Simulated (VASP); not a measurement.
These are PBE GGA with D3 dispersion (zero damping), VASP's PBE PAW potentials (set 64) (plane waves; VASP) values and carry that method's errors.

VASP input:

### POSCAR
```
Eu
1
   -2.1850208043     2.1850208043     2.1850208043
    2.1850208043    -2.1850208043     2.1850208043
    2.1850208043     2.1850208043    -2.1850208043
Eu
1
Direct
  0.0000000000   0.0000000000   0.0000000000
```

File KPOINTS:
```
Automatic mesh
0
Gamma
12 12 12
0 0 0
```

INCAR:
```
# general
SYSTEM =Eu
PREC   =Accurate
ENCUT  =520
LREAL  =F
LASPH  =T

# electronic loop
EDIFF  =1E-7
NELM   =100
ALGO   =Normal
LMAXMIX=6

# smearing
ISMEAR =1
SIGMA  =0.1

# functional
GGA    =PE
IVDW   =11

# ions
ISIF   =2

# output
LWAVE  =F
LCHARG =F
```

POTCAR, in this order: Eu_2 (PBE.64 set). Program: vasp_std.

Output

### OSZICAR
```
       N       E                     dE             d eps       ncg     rms          rms(c)
DAV:   1     0.994045619082E+01    0.99405E+01   -0.38787E+03  1192   0.832E+02
DAV:   2    -0.167688748570E+01   -0.11617E+02   -0.11436E+02  1680   0.109E+02
DAV:   3    -0.183202541199E+01   -0.15514E+00   -0.14992E+00  1480   0.944E+00
DAV:   4    -0.183353501224E+01   -0.15096E-02   -0.15084E-02  1904   0.141E+00
DAV:   5    -0.183354100500E+01   -0.59928E-05   -0.59928E-05  1552   0.627E-02    0.720E+00
DAV:   6    -0.184780329982E+01   -0.14262E-01   -0.16078E-03  1712   0.467E-01    0.429E+00
DAV:   7    -0.185621697258E+01   -0.84137E-02   -0.37968E-03  1712   0.673E-01    0.612E-02
DAV:   8    -0.185624124045E+01   -0.24268E-04   -0.11835E-04  1936   0.937E-02    0.187E-02
DAV:   9    -0.185624715004E+01   -0.59096E-05   -0.88570E-06  1784   0.259E-02    0.629E-03
DAV:  10    -0.185624694230E+01    0.20775E-06   -0.15074E-06  1768   0.966E-03    0.109E-03
DAV:  11    -0.185624702816E+01   -0.85863E-07   -0.24791E-08   928   0.150E-03
   1 F= -.20788793E+01 E0= -.20787987E+01  d E =-.241773E-03
```

**OUTCAR**
```
------------------------ aborting loop because EDIFF is reached ----------------------------------------
 Edisp (eV)   -0.22263
  FORCE on cell =-STRESS in cart. coord.  units (eV):
  Direction    XX          YY          ZZ          XY          YZ          ZX
  --------------------------------------------------------------------------------------
  Total       0.02578     0.02578     0.02578    -0.00000     0.00000    -0.00000
  in kB       0.98993     0.98993     0.98993    -0.00000     0.00000    -0.00000
  external pressure =        0.99 kB  Pullay stress =        0.00 kB
  volume of cell :       41.73
      direct lattice vectors                 reciprocal lattice vectors
    -2.185020804  2.185020804  2.185020804     0.000000000  0.228830773  0.228830773
     2.185020804 -2.185020804  2.185020804     0.228830773  0.000000000  0.228830773
     2.185020804  2.185020804 -2.185020804     0.228830773  0.228830773  0.000000000
 POSITION                                       TOTAL-FORCE (eV/Angst)
 -----------------------------------------------------------------------------------
      0.00000      0.00000      0.00000        -0.000000      0.000000      0.000000
 -----------------------------------------------------------------------------------
    total drift:                                0.000000      0.000000      0.000000
  FREE ENERGIE OF THE ION-ELECTRON SYSTEM (eV)
  ---------------------------------------------------
  free  energy   TOTEN  =        -2.0788792562 eV

  energy  without entropy=       -2.0786374832  energy(sigma->0) =       -2.07879867
```
(Selected blocks of OUTCAR.)

The 4f electrons are frozen in the core of the lanthanide potential, so 4f levels, which can set the real gap, and their magnetism are missing.

The compound is Eu in the bcc structure. It was relaxed first, which changed the volume by -13 %.
